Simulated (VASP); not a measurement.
```yaml
crystal:
  lattice:
    - [2.24202, -3.88330, 0.00000]
    - [2.24202, 3.88330, 0.00000]
    - [0.00000, 0.00000, 7.32596]
  atoms:
    - { symbol: Ag, position: [0.66667, 0.33333, 0.50003] }
    - { symbol: Ag, position: [0.33333, 0.66667, 0.00003] }
    - { symbol: I, position: [0.66667, 0.33333, 0.87497] }
    - { symbol: I, position: [0.33333, 0.66667, 0.37497] }
```

Computed with LDA (Ceperley-Alder, Perdew-Zunger) with spin-orbit coupling, VASP's LDA PAW potentials (set 64) (plane waves; VASP). Run with 400 eV cut-off, 5×5×3 Γ-centred mesh, Gaussian smearing of 0.050 eV, potentials Ag I.

Task: Give the energies of bands 27 to 40 at the high-symmetry points, in eV from the valence-band maximum.

Result: 
```json
[
 {"band": "27", "Γ": "-1.22", "M": "-3.13", "K": "-3.16", "A": "-2.15", "L": "-3.30", "H": "-3.15"},
 {"band": "28", "Γ": "-1.22", "M": "-3.13", "K": "-3.07", "A": "-2.15", "L": "-3.30", "H": "-3.15"},
 {"band": "29", "Γ": "-0.89", "M": "-2.78", "K": "-3.07", "A": "-0.85", "L": "-1.81", "H": "-2.56"},
 {"band": "30", "Γ": "-0.89", "M": "-2.78", "K": "-2.95", "A": "-0.85", "L": "-1.81", "H": "-2.56"},
 {"band": "31", "Γ": "-0.69", "M": "-2.25", "K": "-2.03", "A": "-0.85", "L": "-1.81", "H": "-2.39"},
 {"band": "32", "Γ": "-0.69", "M": "-2.25", "K": "-2.00", "A": "-0.85", "L": "-1.81", "H": "-2.39"},
 {"band": "33", "Γ": "-0.06", "M": "-1.49", "K": "-2.00", "A": "-0.46", "L": "-1.52", "H": "-1.56"},
 {"band": "34", "Γ": "-0.06", "M": "-1.49", "K": "-1.96", "A": "-0.46", "L": "-1.52", "H": "-1.56"},
 {"band": "35", "Γ": "0.00", "M": "-1.02", "K": "-1.76", "A": "-0.46", "L": "-1.52", "H": "-1.50"},
 {"band": "36", "Γ": "0.00", "M": "-1.02", "K": "-1.76", "A": "-0.46", "L": "-1.52", "H": "-1.50"},
 {"band": "37", "Γ": "0.89", "M": "2.93", "K": "3.73", "A": "2.25", "L": "2.76", "H": "3.50"},
 {"band": "38", "Γ": "0.89", "M": "2.93", "K": "3.73", "A": "2.25", "L": "2.76", "H": "3.50"},
 {"band": "39", "Γ": "2.15", "M": "3.10", "K": "3.98", "A": "2.25", "L": "2.76", "H": "3.60"},
 {"band": "40", "Γ": "2.15", "M": "3.10", "K": "4.35", "A": "2.25", "L": "2.76", "H": "3.60"}
]
```

The gap is direct, 0.89 eV, from the valence maximum at Γ to the conduction minimum at Γ.

The compound is AgI in the wurtzite structure. It was relaxed first, which changed the volume by -7 %.
